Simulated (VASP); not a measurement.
Given:

```xyz
3
Lattice="0.0000 3.1042 3.1042 3.1042 0.0000 3.1042 3.1042 3.1042 0.0000" Properties=species:S:1:pos:R:3 pbc="T T T"
Mg     1.5521     1.5521     1.5521
Mg     4.6562     4.6562     4.6562
Ge     0.0000     0.0000     0.0000
```

All values below come from LDA (Ceperley-Alder, Perdew-Zunger), VASP's LDA PAW potentials (set 64) (plane waves; VASP 6.6.1). Run with 520 eV cut-off, 6×6×6 Γ-centred mesh, Gaussian smearing of 0.050 eV, potentials Mg Ge_d.

Q: What does the run give for the energy per atom (σ→0), pressure, band gap (on the k-mesh) with the smallest direct gap where there is one?

A: 
```
Item                                          Value
-----------------------------------  --------------
band gap (on the k-mesh)                    0.06 eV
smallest direct gap (on the k-mesh)         1.40 eV
energy per atom (σ→0)                -3.286 eV/atom
pressure                                   1.82 GPa
```

The absolute energy has meaning only against runs of the same code, potentials and settings.

The compound is Mg2Ge in the antifluorite structure. This cell is one point of a volume scan, at 0.97 of the reference volume.
